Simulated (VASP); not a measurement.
SrLi2FeS4, 8 atoms in the cell. The structure is tetragonal, space group I-42m (No. 121). The conventional cell has a = 6.562 Å, b = 6.562 Å, c = 7.803 Å, α = 90.00°, β = 90.00°, γ = 90.00°. Fe (site symmetry -42m) is surrounded by 4 S at 2.34 Å. Sr (site symmetry -42m) has 8 S at 3.03 to 3.20 Å as nearest neighbours. Li (site symmetry -4) is surrounded by 4 S at 2.43 Å. Around S (site symmetry m) lie 1 Fe at 2.34 Å and 2 Li at 2.43 Å. The cell was built by a generator and needn't be a form met in nature.

| Quantity | Value |
| --- | --- |
| Program | VASP 6.6.1 |
| Task | single point |
| Functional | r2SCAN |
| Potentials or basis | VASP PAW PBE potentials, release 64 (Fe, Sr_sv, Li_sv, S) |
| Cutoff | 520 eV |
| k mesh | 4 × 4 × 4, shifted |
| Occupations | fermi-dirac, width 0.1 eV |
| Spin | no spin polarisation |
| Dipole correction | no |
| Further INCAR settings | ALGO = Normal; EDIFF = 1e-06; NBANDS = 34 |

Potentials or basis: VASP PAW PBE potentials, release 64 (Fe, Sr_sv, Li_sv, S).

The run is started by

```sh
$ cat potpaw_PBE.64/Fe/POTCAR potpaw_PBE.64/Sr_sv/POTCAR potpaw_PBE.64/Li_sv/POTCAR potpaw_PBE.64/S/POTCAR > POTCAR
$ cp INCAR.step1 INCAR
$ mpirun -np 1 vasp_std > vasp.out
$ cp INCAR.step2 INCAR
$ mpirun -np 1 vasp_std > vasp.out
```

Hardware: 1 thread of Intel(R) Xeon(R) Platinum 8488C (Sapphire Rapids), on a shared host.

Problem. Estimate the wall time of this run.

Solution. Wall time 3.4 min on 1 thread of Intel(R) Xeon(R) Platinum 8488C (Sapphire Rapids) (shared host), peak memory 0.4 GiB. Counts: scf iterations 12, k points 11.
